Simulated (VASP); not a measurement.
Sn5Ge3Te8:

```xyz
16
Lattice="-6.1912 6.1912 0.0000 -6.1912 0.0000 6.1912 0.0000 6.1912 6.1912" Properties=species:S:1:pos:R:3 pbc="T T T"
Ge    0.0000    0.0000    0.0000
Ge   -3.0956    3.0956    0.0000
Ge   -3.0956    0.0000    3.0956
Sn    0.0000    3.0956    3.0956
Sn   -6.1912    3.0956    3.0956
Sn   -3.0956    6.1912    3.0956
Sn   -3.0956    3.0956    6.1912
Sn   -6.1912    6.1912    6.1912
Te   -9.2868    9.2868    9.2868
Te   -6.1912    6.1912    9.2868
Te   -6.1912    9.2868    6.1912
Te   -9.2868    6.1912    6.1912
Te   -3.0956    6.1912    6.1912
Te   -6.1912    3.0956    6.1912
Te   -6.1912    6.1912    3.0956
Te   -3.0956    3.0956    3.0956
```

The cell was built by a generator and needn't be a form met in nature.

| Item | Value |
| --- | --- |
| Program | VASP 6.6.1 |
| Task | relaxation of cell and atoms |
| Functional | PBEsol |
| Potentials or basis | VASP PAW PBE potentials, release 64 (Ge_d, Sn_d, Te) |
| Cutoff | 600 eV |
| k mesh | 6 × 6 × 5 |
| Occupations | gaussian, width 0.03 eV |
| Spin | no spin polarisation |

At the start: pressure -0.8 GPa; volume 29.66 Å³/atom.

Task: How do energy, volume and symmetry change on relaxing?

Result: Over 8 steps the energy falls by 18.4 meV/atom and the volume is 29.07 Å³/atom (-2.0 %); space group R-3m (No. 166, to 0.05 Å).

Step by step:
```tsv
step	energy change (eV)	largest force (eV/Å)	pressure (GPa)	volume (Å³)
1	0.0000	0.6695	-0.77	474.63
2	-0.1355	0.5340	0.14	464.88
3	-0.1837	0.3517	1.36	453.65
4	-0.2616	0.1555	0.84	457.65
5	-0.2896	0.0378	0.34	461.81
6	-0.2896	0.0471	0.31	462.02
7	-0.2935	0.0120	0.05	464.45
8	-0.2936	0.0037	-0.02	465.05
```

Final structure:
```yaml
crystal:
  lattice:
    - [-6.14823, 6.14823, 0.00000]
    - [-6.14823, 0.00000, 6.14823]
    - [0.00209, 6.15032, 6.15032]
  atoms:
    - { symbol: Ge, position: [0.00000, 0.00000, 0.00000] }
    - { symbol: Ge, position: [0.50000, 0.00000, 0.00000] }
    - { symbol: Ge, position: [0.00000, 0.50000, 0.00000] }
    - { symbol: Sn, position: [0.00000, 0.00000, 0.50000] }
    - { symbol: Sn, position: [0.50000, 0.50000, 0.00000] }
    - { symbol: Sn, position: [0.50000, 0.00000, 0.50000] }
    - { symbol: Sn, position: [0.00000, 0.50000, 0.50000] }
    - { symbol: Sn, position: [0.50000, 0.50000, 0.50000] }
    - { symbol: Te, position: [0.75000, 0.75000, 0.76228] }
    - { symbol: Te, position: [0.23771, 0.75000, 0.76228] }
    - { symbol: Te, position: [0.75000, 0.23771, 0.76228] }
    - { symbol: Te, position: [0.75613, 0.75613, 0.23160] }
    - { symbol: Te, position: [0.24387, 0.24387, 0.76840] }
    - { symbol: Te, position: [0.25000, 0.76229, 0.23772] }
    - { symbol: Te, position: [0.76229, 0.25000, 0.23772] }
    - { symbol: Te, position: [0.25000, 0.25000, 0.23772] }
```

Caveat: the PAW data sets were made with another functional, which shifts forces and pressure a little.
